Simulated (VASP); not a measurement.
These are PBE GGA with D3 dispersion (Becke-Johnson damping), VASP's PBE PAW potentials (set 64) (plane waves; VASP) values and carry that method's errors.

The input files of a VASP run:

File KPOINTS:
```
Automatic mesh
0
Gamma
15 15 15
0 0 0
```

### INCAR
```
! general
SYSTEM   =  Ag
PREC     =  Accurate
ENCUT    =  520
LREAL    =  F
LASPH    =  T

! electronic loop
EDIFF    =  1E-7
NELM     =  100
ALGO     =  Normal
LMAXMIX  =  4

! smearing
ISMEAR   =  1
SIGMA    =  0.1

! functional
GGA      =  PE
IVDW     =  12

! ions
ISIF     =  2

! output
LWAVE    =  F
LCHARG   =  F
```

### POSCAR
```
Ag
1
    0.0000000000     1.9930139144     1.9930139144
    1.9930139144     0.0000000000     1.9930139144
    1.9930139144     1.9930139144     0.0000000000
Ag
1
Direct
  0.0000000000   0.0000000000   0.0000000000
```

POTCAR, in this order: Ag (PBE.64 set). Program: vasp_std.

The resulting files:

### OSZICAR
```
       N       E                     dE             d eps       ncg     rms          rms(c)
DAV:   1     0.427932982521E+02    0.42793E+02   -0.57716E+03  2232   0.111E+03
DAV:   2    -0.256644953637E+01   -0.45360E+02   -0.43216E+02  2202   0.206E+02
DAV:   3    -0.291152388091E+01   -0.34507E+00   -0.34496E+00  2596   0.223E+01
DAV:   4    -0.291218286440E+01   -0.65898E-03   -0.65898E-03  2449   0.887E-01
DAV:   5    -0.291218693437E+01   -0.40700E-05   -0.40707E-05  2379   0.624E-02    0.642E+00
DAV:   6    -0.264779539106E+01    0.26439E+00   -0.11412E+00  2199   0.119E+01    0.401E+00
DAV:   7    -0.263539540062E+01    0.12400E-01   -0.19095E-02  2319   0.151E+00    0.215E+00
DAV:   8    -0.263165996744E+01    0.37354E-02   -0.72874E-04  2258   0.257E-01    0.102E-01
DAV:   9    -0.263166492342E+01   -0.49560E-05   -0.55404E-06  2434   0.242E-02    0.144E-02
DAV:  10    -0.263167140893E+01   -0.64855E-05   -0.32470E-06  2370   0.217E-02    0.792E-03
DAV:  11    -0.263167083409E+01    0.57484E-06   -0.60853E-08  1772   0.267E-03    0.357E-04
DAV:  12    -0.263167078776E+01    0.46328E-07   -0.45232E-09  1121   0.803E-04
   1 F= -.32675526E+01 E0= -.32674413E+01  d E =-.333713E-03
```

### OUTCAR
```
------------------------ aborting loop because EDIFF is reached ----------------------------------------
 Edisp (eV)   -0.63588
  FORCE on cell =-STRESS in cart. coord.  units (eV):
  Direction    XX          YY          ZZ          XY          YZ          ZX
  --------------------------------------------------------------------------------------
  Total       0.81403     0.81403     0.81403     0.00000     0.00000    -0.00000
  in kB      82.37374    82.37374    82.37374     0.00000     0.00000    -0.00000
  external pressure =       82.37 kB  Pullay stress =        0.00 kB
  volume of cell :       15.83
      direct lattice vectors                 reciprocal lattice vectors
     0.000000000  1.993013914  1.993013914    -0.250876322  0.250876322  0.250876322
     1.993013914  0.000000000  1.993013914     0.250876322 -0.250876322  0.250876322
     1.993013914  1.993013914  0.000000000     0.250876322  0.250876322 -0.250876322
 POSITION                                       TOTAL-FORCE (eV/Angst)
 -----------------------------------------------------------------------------------
      0.00000      0.00000      0.00000        -0.000000      0.000000     -0.000000
 -----------------------------------------------------------------------------------
    total drift:                               -0.000000      0.000000      0.000000
  FREE ENERGIE OF THE ION-ELECTRON SYSTEM (eV)
  ---------------------------------------------------
  free  energy   TOTEN  =        -3.2675525639 eV

  energy  without entropy=       -3.2672188508  energy(sigma->0) =       -3.26744133
```
(Selected blocks of OUTCAR.)

File OUTCAR:
```
 val. band max:        9.7043608701   @ k =  -0.2667   0.2667   0.0000

 cond. band min:       9.7180070094   @ k =  -0.3333   0.2000   0.0000


 Fermi energy:         9.7155950833

 k-point     1 :       0.0000    0.0000    0.0000
  band No.  band energies     occupation
      1       1.1741      2.00000
      2       4.4067      2.00000
      3       4.4067      2.00000
      4       4.4067      2.00000
      5       5.5847      2.00000
      6       5.5847      2.00000
      7      25.6692      0.00000
      8      29.6887      0.00000
      9      29.6887      0.00000

 k-point     2 :       0.0667    0.0000    0.0000
  band No.  band energies     occupation
      1       1.3216      2.00000
      2       4.3694      2.00000
      3       4.4498      2.00000
      4       4.4498      2.00000
      5       5.5675      2.00000
      6       5.5675      2.00000
      7      25.7314      0.00000
      8      28.5510      0.00000
      9      29.7832      0.00000

 k-point     3 :       0.1333    0.0000    0.0000
  band No.  band energies     occupation
      1       1.7380      2.00000
      2       4.2944      2.00000
      3       4.5535      2.00000
      4       4.5535      2.00000
      5       5.5423      2.00000
      6       5.5423      2.00000
      7      25.3239      0.00000
      8      26.9203      0.00000
      9      30.0157      0.00000

 k-point     4 :       0.2000    0.0000    0.0000
  band No.  band energies     occupation
      1       2.3016      2.00000
      2       4.3289      2.00000
      3       4.6357      2.00000
      4       4.6357      2.00000
      5       5.5902      2.00000
      6       5.5902      2.00000
      7      23.1678      0.00000
      8      26.6106      0.00000
      9      30.2084      0.00000

 k-point     5 :       0.2667    0.0000    0.0000
  band No.  band energies     occupation
      1       2.6927      2.00000
      2       4.6175      2.00000
      3       4.6175      2.00000
...
```

The compound is Ag in the fcc structure. This cell is one point of a volume scan, at 0.94 of the reference volume.
